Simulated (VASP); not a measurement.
OSZICAR of a VASP run on AlN (wurtzite):

File OSZICAR:
```
       N       E                     dE             d eps       ncg     rms          rms(c)
DAV:   1     0.585864222133E+02    0.58586E+02   -0.84158E+03   720   0.137E+03
DAV:   2    -0.299299592106E+02   -0.88516E+02   -0.82043E+02  1060   0.250E+02
DAV:   3    -0.344259800925E+02   -0.44960E+01   -0.44747E+01   944   0.595E+01
DAV:   4    -0.344663396761E+02   -0.40360E-01   -0.40347E-01   836   0.665E+00
DAV:   5    -0.344669291474E+02   -0.58947E-03   -0.58944E-03   932   0.804E-01    0.120E+01
DAV:   6    -0.297733501703E+02    0.46936E+01   -0.16994E+01   884   0.335E+01    0.415E+00
DAV:   7    -0.297965751918E+02   -0.23225E-01   -0.67363E-01   804   0.691E+00    0.285E+00
DAV:   8    -0.297893468279E+02    0.72284E-02   -0.79948E-02   828   0.322E+00    0.498E-01
DAV:   9    -0.297844088710E+02    0.49380E-02   -0.19706E-02   928   0.106E+00    0.247E-01
DAV:  10    -0.297849902359E+02   -0.58136E-03   -0.28424E-03   856   0.436E-01    0.145E-01
DAV:  11    -0.297848767499E+02    0.11349E-03   -0.35814E-04   868   0.155E-01    0.346E-02
DAV:  12    -0.297848792878E+02   -0.25379E-05   -0.10870E-05   824   0.368E-02    0.859E-03
DAV:  13    -0.297848788567E+02    0.43107E-06   -0.10204E-05   848   0.263E-02    0.585E-03
DAV:  14    -0.297848787959E+02    0.60840E-07   -0.47328E-07   404   0.646E-03
   1 F= -.29784879E+02 E0= -.29784879E+02  d E =-.297849E+02
```

**Question.** Which electronic solver shows in the log?

**Answer.** It is blocked Davidson (ALGO = Normal, or the opening steps of other solvers). The INCAR had ALGO = Normal.

**Question.** Can the final energy be trusted as converged?

**Answer.** The run converged. It stopped with EDIFF = 1E-6, NELM = 100, NSW = 40 and EDIFFG = -0.02 after 1 ionic step (PBE GGA, plane waves, VASP's PBE PAW potentials (set 64)).

The compound is AlN in the wurtzite structure. It was relaxed first.
